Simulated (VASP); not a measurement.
ZnO:

```xyz
4
Lattice="3.2865 0.0000 0.0000 -1.6433 2.8462 0.0000 0.0000 0.0000 5.3004" Properties=species:S:1:pos:R:3 pbc="T T T"
Zn    0.0000    1.8975    2.6493
Zn    1.6433    0.9487    5.2995
O     1.6433    0.9487    2.0098
O     0.0000    1.8975    4.6600
```

Base run:

| Item | Value |
| --- | --- |
| Program | VASP 6.6.1 |
| Functional | PBE |
| Potentials or basis | VASP PAW PBE potentials, release 64 (Zn, O) |
| Cutoff | 520 eV |
| k mesh | 9 × 9 × 5 |
| Occupations | gaussian, width 0.03 eV |
| Spin | no spin polarisation |

Its results: band gap on the k mesh 0.72 eV, direct; pressure 0.1 GPa.

**Question.** The run is repeated on the same cell with these changes: functional from PBE to LDA; potentials or basis from VASP PAW PBE potentials, release 64 (Zn, O) to VASP PAW LDA potentials, release 64 (Zn, O). What comes out?

**Answer.** Band gap on the k mesh 0.67 eV, direct; pressure -11.1 GPa.
